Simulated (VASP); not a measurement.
# Zn (relaxed from the bcc structure, space group Im-3m): computed properties

Method: r2SCAN meta-GGA, VASP's PBE PAW potentials (set 64) (plane waves; VASP 6.6.1).

```
Property                                                              Result
----------------------------------  ----------------------------------------
space group                                                      Im-3m (229)
cell                                a = b = c = 3.0610 Å, α = β = γ = 90.00°
volume per atom                                               14.34 Å^3/atom
band gap (over mesh and band path)  none (metal, semimetal or under 0.01 eV)
density                                                           7.57 g/cm³
```

Space group Im-3m (No. 229); a = 3.061 Å, b = 3.061 Å, c = 3.061 Å, α = 90.00°, β = 90.00°, γ = 90.00°

| atom | site | symmetry | x | y | z |
|---|---|---|---|---|---|
| Zn | 2a | m-3m | 0.0000 | 0.0000 | 0.0000 |
(The calculation used a cell of 1 atom; values per cell refer to that cell.)

The structure was generated: Zn was put into the bcc type (Im-3m), which need not be its known phase. It was relaxed first, which changed the volume by -5 %. Symmetry was kept, so distortions that lower it aren't found.
